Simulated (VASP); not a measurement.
# CHBrClF: excitations by TDDFT

CHBrClF, molecule in box, 5 atoms in the cell. PBE0, TDDFT by the Casida equation; PAW potentials F, C, Cl, Br, H (PBE set).

Kernel: hybrid exchange, triplet.

## Input

INCAR.step1:
```
SYSTEM = HCBrClF
PREC = Accurate
ENCUT = 400
ISMEAR = 0
SIGMA = 0.02
EDIFF = 1E-5
LASPH = .True.
LWAVE = .True.
LCHARG = .False.
NBANDS = 53
```

INCAR.step2:
```
SYSTEM = HCBrClF
PREC = Accurate
ENCUT = 400
ISMEAR = 0
SIGMA = 0.02
EDIFF = 1E-7
LASPH = .True.
LWAVE = .True.
LCHARG = .False.
LOPTICS = .True.
ALGO = Normal
NBANDS = 53
NEDOS = 2000
CSHIFT = 0.1
GGA = PE
LHFCALC = .True.
AEXX = 0.25
ISTART = 1
PRECFOCK = Fast
HFRCUT = -1
```

INCAR.step3:
```
SYSTEM = HCBrClF
PREC = Accurate
ENCUT = 400
ISMEAR = 0
SIGMA = 0.02
EDIFF = 1E-7
LASPH = .True.
LWAVE = .False.
LCHARG = .False.
ALGO = TDHF
NBANDS = 56
NBANDSO = 12
NBANDSV = 36
IBSE = 2
NBSEEIG = 6
LHARTREE = .True.
LADDER = .True.
LFXC = .True.
ENCUTGW = 150
GGA = PE
LHFCALC = .True.
AEXX = 0.25
ISTART = 1
PRECFOCK = Fast
HFRCUT = -1
ANTIRES = 0
OMEGAMAX = 25
CSHIFT = 0.15
NOMEGA = 1000
LTRIPLET = .True.
```

KPOINTS:
```
k-points
0
Gamma
  1 1 1
```

POSCAR:
```
HCBrClF
1.0
   11.7000000000      0.0000000000      0.0000000000
    0.0000000000     11.7000000000      0.0000000000
    0.0000000000      0.0000000000     11.7000000000
F C Cl Br H
1 1 1 1 1
Direct
    0.4590700821      0.5155247836      0.6111931651
    0.5033863282      0.5101316246      0.5058085497
    0.6184717949      0.4142256451      0.5040222215
    0.3851555590      0.4661316246      0.3989965805
    0.5339162359      0.5939863221      0.4799794831
```

Commands (each step's output is kept before the next begins):
```
cat potpaw_PBE.64/F/POTCAR potpaw_PBE.64/C/POTCAR potpaw_PBE.64/Cl/POTCAR potpaw_PBE.64/Br/POTCAR potpaw_PBE.64/H/POTCAR > POTCAR
cp INCAR.step1 INCAR
mpirun -np 4 vasp_gam > vasp.out
cp INCAR.step2 INCAR
mpirun -np 4 vasp_gam > vasp.out
cp INCAR.step3 INCAR
mpirun -np 4 vasp_gam > vasp.out
```

## Result

- First excitation (eV): 5.48
- Binding of the first excitation (eV): 2.013

Lowest excitations:

| Energy (eV) |
|---|
| 5.482 |
| 5.643 |
| 6.402 |
| 6.918 |
| 7.224 |
| 7.383 |
| 7.398 |
| 7.622 |

Make-up of the lowest excitation:

| k point | From band | To band | Share |
|---|---|---|---|
| 0.000 0.000 0.000 | 13 | 14 | 0.96 |
| 0.000 0.000 0.000 | 12 | 14 | 0.01 |
| 0.000 0.000 0.000 | 13 | 16 | 0.01 |
| 0.000 0.000 0.000 | 13 | 17 | 0.00 |
| 0.000 0.000 0.000 | 10 | 14 | 0.00 |
| 0.000 0.000 0.000 | 10 | 16 | 0.00 |

The lowest pair of one-particle levels lies at 7.495 eV and the first excitation at 5.482 eV, 2.013 eV lower.

Half of the first excitation's weight sits on 1 of 376 pairs.

Limits: The strengths that the program prints for triplets aren't physical; they are zero without spin-orbit coupling.

VASP 6.6.1 took 104 s on 4 cores (Intel Xeon Platinum 8559C (Emerald Rapids)), a shared host.
